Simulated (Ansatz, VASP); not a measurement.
**Cross-check of PtSe (zincblende type (invented)) between VASP and Ansatz**

Wanted: the spread between two codes on one cell, functional and k mesh. The cell is generated by rule, not measured, and may not be a known phase. The cell is taken from a series of runs on this material, whose earlier steps may have relaxed, scaled, displaced or heated it; both programs get it as it stands.

Method: plane waves, with VASP 6.6.1 beside it; relaxation of cell and atoms at LDA, in Ansatz 0.2.0.

## 1. The starting structure

It takes space group F-43m (No. 216, cubic). The conventional cell has a = 5.571 Å, b = 5.571 Å, c = 5.571 Å, α = 90.00°, β = 90.00°, γ = 90.00°. Nearest to Pt lie 4 Se at 2.41 Å. Se has 4 Pt at 2.41 Å nearest. Farther neighbours and most contacts between anions are not listed.

Coordinates:

```
Pt Se
1.0
     0.00000    2.78546    2.78546
     2.78546    0.00000    2.78546
     2.78546    2.78546    0.00000
Pt Se
1 1
Direct
  0.00000 0.00000 0.00000
  0.75000 0.75000 0.75000
```

## 2. VASP: relaxation of cell and atoms, LDA

The relaxed volume is the usual yardstick between codes: in a stiff, nearly cubic crystal its relative difference is about their pressure difference at one cell divided by the bulk modulus.

Lines of VASP's logs that name or quote its potential files are left out, and so is its time.

INCAR reads:

```
SYSTEM = PtSe
PREC = Accurate
ENCUT = 500
EDIFF = 1E-07
NELM = 120
ISMEAR = 0
SIGMA = 0.1
LREAL = .FALSE.
ALGO = Normal
GGA = CA
NBANDS = 14
LASPH = .TRUE.
LORBIT = 11
LWAVE = .FALSE.
LCHARG = .FALSE.
ISIF = 3
IBRION = 2
NSW = 80
EDIFFG = -0.005
GGA_COMPAT = .FALSE.
NELMIN = 4
```

POSCAR reads:

```
PtSe
1.0
    0.0000000000      2.7854570000      2.7854570000
    2.7854570000      0.0000000000      2.7854570000
    2.7854570000      2.7854570000      0.0000000000
Pt Se
1 1
Direct
    0.0000000000      0.0000000000      0.0000000000
    0.7499999102      0.7499999102      0.7499999102
```

KPOINTS reads:

```
Automatic mesh
0
Gamma
14 14 14
0 0 0
```

The projector-augmented-wave data sets are Pt and Se (LDA family, release 64).

On the command line:

```console
$ mpirun -np 1 vasp_std
```

Numbers of over 12 decimals in the logs are rounded to 6 here.

The log of the run:

```text
[banner, memory and clock lines left out]
running    1 mpi-ranks, on    1 nodes
 distrk:  each k-point on    1 cores,    1 groups
 distr:  one band on    1 cores,    1 groups

 POSCAR found type information on POSCAR PtSe
 POSCAR found :  2 types and       2 ions
 LDA part: xc-table for (Slater(with rela. corr.)+CA(PZ))
 , standard interpolation
 POSCAR, INCAR and KPOINTS ok, starting setup
 FFT: planning ... GRIDC
 FFT: planning ... GRID_SOFT
 FFT: planning ... GRID
 WAVECAR not read
 entering main loop
       N       E                     dE             d eps       ncg     rms          rms(c)
DAV:   1     0.718896506194E+02    0.71890E+02   -0.71436E+03  3008   0.970E+02
DAV:   2    -0.930326986831E+01   -0.81193E+02   -0.74613E+02  3536   0.198E+02
DAV:   3    -0.117866583363E+02   -0.24834E+01   -0.24661E+01  3548   0.353E+01
DAV:   4    -0.118028060818E+02   -0.16148E-01   -0.16146E-01  3500   0.317E+00
DAV:   5    -0.118030249156E+02   -0.21883E-03   -0.21883E-03  3782   0.369E-01    0.120E+01
DAV:   6    -0.115514819118E+02    0.25154E+00   -0.84269E-01  3014   0.855E+00    0.693E+00
DAV:   7    -0.115127233143E+02    0.38759E-01   -0.53855E-02  3056   0.234E+00    0.343E+00
DAV:   8    -0.115013593179E+02    0.11364E-01   -0.20710E-02  3392   0.119E+00    0.255E-01
DAV:   9    -0.115011249244E+02    0.23439E-03   -0.10698E-03  3224   0.221E-01    0.103E-01
DAV:  10    -0.115011131132E+02    0.11811E-04   -0.13847E-04  3536   0.102E-01    0.233E-02
DAV:  11    -0.115011131824E+02   -0.69175E-07   -0.28540E-06  3494   0.137E-02    0.662E-03
DAV:  12    -0.115011130512E+02    0.13114E-06   -0.89991E-07  3482   0.626E-03    0.173E-03
DAV:  13    -0.115011130574E+02   -0.61987E-08   -0.61325E-08  1858   0.184E-03
   1 F= -.11501113E+02 E0= -.11496812E+02  d E =-.115011E+02
 curvature:   0.00 expect dE= 0.000E+00 dE for cont linesearch  0.000E+00
 trial: gam= 0.00000 g(F)=  0.934E-41 g(S)=  0.133E-02 ort = 0.000E+00 (trialstep = 0.100E+01)
 search vector abs. value=  0.133E-02
 bond charge predicted
       N       E                     dE             d eps       ncg     rms          rms(c)
DAV:   1    -0.115138935701E+02   -0.12781E-01   -0.20806E-01  2924   0.418E+00    0.673E-01
DAV:   2    -0.115021104570E+02    0.11783E-01   -0.39994E-02  2930   0.194E+00    0.294E-01
DAV:   3    -0.115010603117E+02    0.10501E-02   -0.14090E-03  3308   0.333E-01    0.169E-01
DAV:   4    -0.115008744094E+02    0.18590E-03   -0.88088E-04  3032   0.189E-01    0.750E-02
DAV:   5    -0.115008792039E+02   -0.47945E-05   -0.53567E-05  3188   0.491E-02    0.262E-02
DAV:   6    -0.115008762856E+02    0.29184E-05   -0.11368E-05  3476   0.265E-02    0.360E-03
DAV:   7    -0.115008763895E+02   -0.10393E-06   -0.91129E-07  3404   0.756E-03    0.165E-03
DAV:   8    -0.115008763726E+02    0.16957E-07   -0.47754E-08  1756   0.218E-03
   2 F= -.11500876E+02 E0= -.11496548E+02  d E =0.236685E-03
 trial-energy change:    0.000237  1 .order    0.000232   -0.001332    0.001796
 step:   0.4236(harm=  0.4259)  dis= 0.00000  next Energy=   -11.501395 (dE=-0.282E-03)
 bond charge predicted
       N       E                     dE             d eps       ncg     rms          rms(c)
DAV:   1    -0.115057261107E+02   -0.48497E-02   -0.69109E-02  2924   0.241E+00    0.391E-01
DAV:   2    -0.115018023373E+02    0.39238E-02   -0.13230E-02  2930   0.111E+00    0.160E-01
DAV:   3    -0.115014539042E+02    0.34843E-03   -0.47016E-04  3308   0.193E-01    0.907E-02
DAV:   4    -0.115013934397E+02    0.60465E-04   -0.28936E-04  3032   0.108E-01    0.414E-02
DAV:   5    -0.115013950550E+02   -0.16153E-05   -0.17404E-05  3188   0.283E-02    0.143E-02
DAV:   6    -0.115013941435E+02    0.91151E-06   -0.37692E-06  3470   0.153E-02    0.207E-03
DAV:   7    -0.115013941753E+02   -0.31820E-07   -0.29378E-07  3320   0.431E-03
   3 F= -.11501394E+02 E0= -.11497083E+02  d E =-.281118E-03
 curvature:  -0.21 expect dE=-0.291E-08 dE for cont linesearch -0.291E-08
 trial: gam=-0.00319 g(F)=  0.525E-41 g(S)=  0.137E-07 ort = 0.427E-05 (trialstep = 0.885E+00)
 search vector abs. value=  0.100E-09
 reached required accuracy - stopping structural energy minimisation
```

From OUTCAR (step 2):

```text
ion  position               nearest neighbor table
   1  0.000  0.000  0.000-   2 2.41   2 2.41   2 2.41   2 2.41
   2  0.750  0.750  0.750-   1 2.41   1 2.41   1 2.41   1 2.41

  LATTYP: Found a face centered cubic cell.
 ALAT       =     5.5709140000

 Subroutine GETGRP returns: Found 24 space group operations
 (whereof 24 operations were pure point group operations)

The static configuration has the point symmetry T_d .

 Found    104 irreducible k-points:

   k-points           NKPTS =    104   k-points in BZ     NKDIM =    104   number of bands    NBANDS=     14

   dimension x,y,z NGX =    30 NGY =   30 NGZ =   30
   dimension x,y,z NGXF=    60 NGYF=   60 NGZF=   60

   ENCUT  =  500.0 eV  36.75 Ry    6.06 a.u.   7.18  7.18  7.18*2*pi/ulx,y,z

   NELECT =      16.0000    total number of electrons

 k-points in reciprocal lattice and weights: Automatic mesh
   0.00000000  0.00000000  0.00000000       0.000
   0.07142857  0.00000000  0.00000000       0.003
   0.14285714  0.00000000  0.00000000       0.003
   0.21428571  0.00000000  0.00000000       0.003
   0.28571429  0.00000000  0.00000000       0.003
   0.35714286  0.00000000  0.00000000       0.003
   0.42857143  0.00000000  0.00000000       0.003
   0.50000000  0.00000000  0.00000000       0.001
   0.07142857  0.07142857  0.00000000       0.002
[...]
-0.28571429  0.42857143  0.21428571       0.009
  -0.28571429  0.50000000  0.21428571       0.004

 average (electrostatic) potential at core
       1 -68.3983       2 -59.9743

 E-fermi :   5.7594

 k-point     1 :       0.0000    0.0000    0.0000
  band No.  band energies     occupation
    ...
      2      -0.1907      2.00000
      3      -0.1907      2.00000
      4      -0.1907      2.00000
      5       2.6407      2.00000
      6       2.6407      2.00000
      7       6.5067      0.00000
      8       8.2808      0.00000
      9       8.2808      0.00000
     10       8.2808      0.00000
     11      12.4845      0.00000
    ...

 k-point     2 :       0.0714    0.0000    0.0000
  band No.  band energies     occupation
    ...
      2      -0.2406      2.00000
      3      -0.1686      2.00000
      4      -0.1686      2.00000
      5       2.6316      2.00000
      6       2.6316      2.00000
      7       6.5049      0.00000
      8       8.1622      0.00000
      9       8.1945      0.00000
     10       8.1945      0.00000
     11      12.2984      0.00000
    ...

 k-point     3 :       0.1429    0.0000    0.0000
  band No.  band energies     occupation
    ...
      2      -0.3657      2.00000
      3      -0.1076      2.00000
      4      -0.1076      2.00000
      5       2.6134      2.00000
      6       2.6134      2.00000
      7       6.2754      0.00000
      8       7.9534      0.00000
      9       7.9534      0.00000
     10       8.0438      0.00000
     11      12.0393      0.00000
    ...

  Total        0.0004349      0.0004349      0.0004349      0.0000000     -0.0000000      0.0000000
  in kB        0.0160539      0.0160539      0.0160539      0.0000000     -0.0000000      0.0000000
  external PRESSURE =       0.0160539 kB  Pullay stress =       0.0000000 kB

  energy-cutoff  :      500.00
  volume of cell :       43.40
      direct lattice vectors                 reciprocal lattice vectors
    -0.000000000  2.789318856  2.789318856    -0.179255232  0.179255232  0.179255232
     2.789318856 -0.000000000  2.789318856     0.179255232 -0.179255232  0.179255232
     2.789318856  2.789318856 -0.000000000     0.179255232  0.179255232 -0.179255232

 POSITION                                       TOTAL-FORCE (eV/Angst)
 -----------------------------------------------------------------------------------
      0.00000      0.00000      0.00000        -0.000000     -0.000000     -0.000000
      4.18398      4.18398      4.18398         0.000000      0.000000      0.000000
 -----------------------------------------------------------------------------------
    total drift:                                0.000165      0.000165      0.000165

  FREE ENERGIE OF THE ION-ELECTRON SYSTEM (eV)
  ---------------------------------------------------
  free  energy   TOTEN  =       -11.5013941753 eV

  energy  without entropy=      -11.4927715407  energy(sigma->0) =      -11.49708286

 reached required accuracy - stopping structural energy minimisation

 total charge
# of ion       s       p       d       tot
------------------------------------------
    1        0.671   0.552   8.198   9.422
    2        1.458   2.239   0.135   3.832
--------------------------------------------------
tot          2.129   2.791   8.333  13.254

[... 3 further parts left out ...]
```

The run keeps the 24 symmetry operations of its start, so it cannot find a distortion of lower symmetry.

## 3. Ansatz: relaxation of cell and atoms, LDA

Ansatz runs on its default PAW (the set named soft_2) files.

The same cell, functional (in two slightly different forms), mesh and smearing now go to Ansatz, which takes its cutoff from its data sets.

input.yaml reads:

```yaml
crystal:
  lattice:
    - [0.0, 2.7854569492, 2.7854569492]
    - [2.7854569492, 0.0, 2.7854569492]
    - [2.7854569492, 2.7854569492, 0.0]
  atoms:
    - { symbol: Pt, position: [0.0, 0.0, 0.0] }
    - { symbol: Se, position: [0.75, 0.75, 0.75] }
kpoints:
  mp_grid: { grid: [14, 14, 14] }
hamiltonian:
  xc: lda
scf:
  occupations: { method: gaussian, width: 0.1 }
output:
  forces: true
  stress: true
  eigenvalues: true
  write_density: true
  write_potential: true
  elf: true
  volumetric_format: npy
relax:
  adjacent_minimum: "off"
  f_tol: 0.005
  max_steps: 80
  cell: { stress_tol: 0.05 }
```

On the command line:

```console
$ ansatz run input.yaml --threads 2 --pin off --max-ram 5120MiB --backend cpu --events-out ev --progress --plain --runs-dir out
```

The log of the run:

```text
Engine: ansatz 0.2.0, aarch64-unknown-linux-gnu
Pseudopotentials: kind: paw
Pseudopotential: Pt, paw, valence charge 18, recommended cutoff 420 eV (normal), Pt.paw.azcp
Pseudopotential: Se, paw, valence charge 16, recommended cutoff 420 eV (normal), Se.paw.azcp
Functional definition: SPW92
  exchange = slater_x
  correlation = pw_c
Crystal: 2 atoms, lattice volume = 43.223 Å³
Basis set: ecut = 420 eV, 869 PW (Γ)
Bands: 21, of which v1, the nominal top of the filled ones, is band 17 counted from 1 (16 counted from 0)
Symmetry: 24 space group operations
Space group: F-43m (ITA 216), of the structure as read, at distance tolerance 3.5e-5 Å
k-points: 104 of 2744 (time reversal used)
Non-local potential: Pt, projectors of the file, l = 0: 3, l = 1: 2, l = 2: 2, l = 3: 1
Non-local potential: Se, projectors of the file, l = 0: 2, l = 1: 2, l = 2: 3, l = 3: 1
PAW form: soft (Blöchl's): semilocal exchange-correlation on the pseudo side does not see the compensation charge
PAW frozen core: Pt, regenerated for the run's functional, and the local potential with it (the file was generated under x = pbe(κ = 0.804, μ = 0.219515), c = pbe(β = 0.066725))
PAW frozen core: Se, regenerated for the run's functional, and the local potential with it (the file was generated under x = pbe(κ = 0.804, μ = 0.219515), c = pbe(β = 0.066725))
PAW one-centre angular grid: Pt, 590 points (default); XC on 64 Gauss nodes
PAW one-centre angular grid: Se, 590 points (default); XC on 64 Gauss nodes
Initial density: superposition of atomic densities (neutral atoms: chi_scale 0, normalization atom), corrected by the library's trained network
Initial wavefunctions: pseudopotential atomic-orbital guess
Functional: x = slater, c = lda
SCF iter   1: F=—  HF=-17628.076149 eV  |F-HF|=—  |Δ(HF+E_count)|=         —  Δρ=5.65e-3  dr2=1.07e-2  ethr=1.77e-3  ⟨swp⟩=5.1  Hψ=9628  notcnv=0
preconditioner: auto → LDOS  [metal: Δε(μ)=0.004 eV  Ē_g=9.905 eV  σ=0.100 eV  W_gap=0.02  n_scr=14 (ndim 8)  ℏωp=22.6 eV  f_vac=0.071  D(μ)=1.75/eV (n_scr^D=14)  β→1.0]
SCF iter   2: F=—  HF=-17628.074602 eV  |F-HF|=—  |Δ(HF+E_count)|=   1.55e-3  Δρ=1.00e-3  dr2=5.44e-4  ethr=3.15e-5  ⟨swp⟩=2.9  Hψ=4690  notcnv=0
SCF iter   3: F=—  HF=-17628.074424 eV  |F-HF|=—  |Δ(HF+E_count)|=   1.78e-4  Δρ=3.63e-4  dr2=5.98e-5  ethr=1.60e-6  ⟨swp⟩=2.0  Hψ=3513  notcnv=0
SCF iter   4: F=—  HF=-17628.074336 eV  |F-HF|=—  |Δ(HF+E_count)|=   8.78e-5  Δρ=1.35e-4  dr2=1.31e-5  ethr=1.76e-7  ⟨swp⟩=2.1  Hψ=3580  notcnv=0
SCF iter   5: F=—  HF=-17628.074331 eV  |F-HF|=—  |Δ(HF+E_count)|=   5.45e-6  Δρ=2.45e-5  dr2=3.88e-7  ethr=3.87e-8  ⟨swp⟩=2.0  Hψ=3438  notcnv=0
SCF iter   6: F=-17628.074331 eV  HF=-17628.074331 eV  |F-HF|=1.11e-8  |Δ(HF+E_count)|=   1.16e-7  Δρ=4.70e-6  dr2=1.23e-8  ethr=2.94e-10  ⟨swp⟩=9.5  Hψ=15886  notcnv=0
SCF 1 converged in 6 iterations: F = -17628.074331 eV  dr2 = 1.23e-8
  Residual-converged pass: ⟨swp⟩=1.0  Hψ=2609  notcnv=0  max |occ|·‖R‖ = 7.0e-9 eV (tolerance 1.0e-8 eV)  dr2=1.23e-8  dr2_onsite=2.98e-9  max |Δocc| = 9.0e-11
  greatest PAW one-centre occupation: 1.000 electrons in one spin orbital (limit 2), on the Se atom at site 1 (counted from 0), in its partial waves of l = 2
relax step   1: F+E_penalty+E_count = -17628.07433055 eV  Δ(F+E_penalty+E_count) = +0.000e0 eV  max|allowed force component| = 8.327e-17 eV/Å  Δτ_max = 0.0000 Å  P = +0.081 GPa  Ω = 43.223 Å³  (6 SCF iters, dr2 threshold 1.00e-7 eV, accepted)
[...]
relax step   2: F+E_penalty+E_count = -17628.07433009 eV  Δ(F+E_penalty+E_count) = +4.652e-7 eV  max|allowed force component| = 1.018e-16 eV/Å  Δτ_max = 0.0000 Å  P = -0.018 GPa  Ω = 43.259 Å³  energy of the carried Pulay correction = -7.558e-6 eV  (2 SCF iters, dr2 threshold 1.66e-8 eV, accepted)
[...]
relax step   3: F+E_penalty+E_count = -17628.07433352 eV  Δ(F+E_penalty+E_count) = -3.431e-6 eV  max|allowed force component| = 6.939e-17 eV/Å  Δτ_max = 0.0000 Å  P = -0.018 GPa  Ω = 43.259 Å³  stress off target by 1.82e-2 GPa  SCF on the basis re-selected at this cell (its energy is not comparable with the rows above)  (5 SCF iters)
basis re-selected at this cell: Δ(F+E_penalty+E_count) = -3.431e-6 eV, ΔP = -0.000 GPa vs the last step (what re-selecting the basis moved, of the pressure what is left beyond the Pulay correction that the steps carried, after the strain that the cell walked since its last selection, with what the two solves' SCF thresholds leave and, on support functions, any second-order correction that the steps lacked; it is no m [...]
SCF converged after 5 iterations
Free energy (F): -17628.074334 eV
Harris-Foulkes:  -17628.074334 eV  (|F-HF|=7.28e-12)
Internal energy: -17628.065754 eV  (E = F + TS)
E sigma→0 (E₀):  -17628.070044 eV
Entropy (-TS):   -0.008580 eV (-4.290 meV/atom)
Fermi energy:    12.423947 eV
--- Per-component energies (eV) ---
  E_band       = -663.941350
  E_kinetic    = 758.998382
  E_local      = -4658.004351  (includes V_loc(G=0)·N_el)
  E_nonlocal   = -378.287256
  E_hartree    = 2050.270468
  E_xc         = -363.365802
  E_vxc        = -400.503634  (∫ρ·V_xc dr)
  E_paw        = -11007.733622  (= ΣΔE_a)
  E_vpaw       = -86.684963  (= ΣTr[D̂ρ^β])
  E_aug_tail   = -0.000438  (compensation charges beyond the density's cutoff)
  E_ewald      = -4032.624366
  E_core_change = 2.681232  (= ΣΔE_core)
  E_smearing   = -0.008580  (= −TS)
  E_closure    = 0.000000  (closes the sum)
  Σ components = -17628.074334   (vs F -17628.074334, Δ=0.00e0)
--- Forces (eV/Å), atoms counted from 1 ---
  atom   1  Pt     0.00000000     0.00000000    -0.00000000
  atom   2  Se     0.00000000     0.00000000     0.00000000
  max |Σ_I F_I| component: 3.24e-16 eV/Å
--- Stress (GPa, compression-positive) ---
       -0.018234       0.000000       0.000000
        0.000000      -0.018234      -0.000000
        0.000000       0.000000      -0.018234
  P = ⅓ Tr σ = -0.0182 GPa (-0.182 kbar)
--- Band table (eV; the first three rows and the last of 104) ---
  k-point 0: bands = [... 13 lower, 9.2964, 9.2964, 13.1346, 14.9584, 14.9584, 14.9584, 19.1677, 19.1677]
  k-point 1: bands = [... 13 lower, 9.2874, 9.2874, 13.1379, 14.8339, 14.8716, 14.8716, 18.9778, 19.2684]
  k-point 2: bands = [... 13 lower, 9.2693, 9.2693, 12.9242, 14.6291, 14.6291, 14.6971, 18.7148, 19.5339]
  k-point 103: bands = [... 13 lower, 9.1396, 9.4289, 9.7576, 10.5747, 11.9457, 18.5731, 18.7267, 20.4428]
--- Relaxed structure (2 steps of the walk, 2 accepted, 1 SCFs on fresh bases) ---
  F+E_penalty+E_count = -17628.07433352 eV   max|allowed force component| = 6.939e-17 eV/Å   (the final SCF, on the basis selected at the relaxed cell)
  cell:  # Å, volume = 43.2593 Å³
    - [0, 2.786228, 2.786228]
    - [2.786228, 0, 2.786228]
    - [2.786228, 2.786228, 0]
  atoms:
    - { symbol: Pt, position: [0, 0, 0] }
    - { symbol: Se, position: [0.75, 0.75, 0.75] }
```

Reading the cycles: dr2 is the Hartree energy of the density residual (eV), the measure of convergence; HF is the Harris–Foulkes estimate of the energy, which meets the free energy F at convergence.

## 4. Side by side

Known differences besides the potentials themselves: the two LDA forms differ slightly; the data sets hold 34 valence electrons in Ansatz (on its default PAW (the set named soft_2) files) and 16 in VASP; the cutoff is 420 eV in Ansatz and 500 eV in VASP; VASP's log shows a relativistic correction to its local exchange, Ansatz's none; Ansatz adds a Pulay correction to the stress that steers its cell, VASP none. Total energies have different zeros and are not compared.

The two programs side by side:

```tsv
quantity	Ansatz	VASP	difference
volume (Å³)	43.26	43.40	-0.33 %
edge a after relaxation, in the typed setting (Å)	3.940	3.945	-0.11 %
```

## 5. Results

```
difference in volume (relaxation of cell and atoms, LDA) : -0.33 %
```

What this shows: The difference in volume is -0.33 % (relaxation of cell and atoms, LDA), within the 1.2 % picked in this series as the mark of a large difference, as far as the stopping tolerances let one tell. The data sets hold unlike numbers of valence electrons (34 in Ansatz and 16 in VASP), so part of the differences comes from the potentials. 1 further run of this series is not shown here. How closely two codes agree says nothing of how well the functional describes the real material.

[Lines on the potential files, build, host, timing and source positions are cut from VASP's logs without a mark.]

[Logs are printed without paths, hosts, clocks, repeated set-up lines and the standing remarks that a program may print on its own settings, such as how far it seeks lower states.]

[Hosts, paths, dates, database ids (printed as entryN), source tags and the programs' standing remarks are cut or masked in the printed files.]
